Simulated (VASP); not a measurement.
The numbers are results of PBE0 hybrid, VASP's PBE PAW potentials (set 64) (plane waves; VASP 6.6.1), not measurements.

Input for VASP

### KPOINTS
```
Automatic mesh
0
Gamma
5 5 5
0.5 0.5 0.5
```

### POSCAR
```
Na2S
4.6666810
  0.0000000000   0.7071068282   0.7071068282
  0.7071068282   0.0000000000   0.7071068282
  0.7071068282   0.7071068282   0.0000000000
Na S
2 1
direct
  0.2500000000   0.2500000000   0.2500000000
  0.7500000000   0.7500000000   0.7500000000
  0.0000000000   0.0000000000   0.0000000000
```

INCAR:
```
! general
SYSTEM    =  Na2S
PREC      =  Accurate
ENCUT     =  300
LREAL     =  .FALSE.
LASPH     =  .TRUE.
ISYM      =  3

! electronic loop
EDIFF     =  1E-6
NELM      =  100
ALGO      =  Normal

! smearing
ISMEAR    =  0
SIGMA     =  0.01

! functional
GGA       =  PE
LHFCALC   =  .TRUE.
AEXX      =  0.25
HFRCUT    =  -1
PRECFOCK  =  Fast

! ions
ISIF      =  2

! output
LWAVE     =  .FALSE.
LCHARG    =  .FALSE.
```

POTCAR, in this order: Na_pv S (PBE.64 set). Program: vasp_std.

**Question.** What will the output report for the number of irreducible k-points (NKPTS), largest plane-wave count, number of space-group operations, FFT grid (NGX, NGY, NGZ)?

**Answer.** 
- number of irreducible k-points (NKPTS): 19
- largest plane-wave count: 875
- number of space-group operations: 48
- FFT grid (NGX, NGY, NGZ): 28 × 28 × 28

The structure comes from a computed database's Na2S entry; how it stands against other phases isn't given here. The cell was not relaxed at this level.
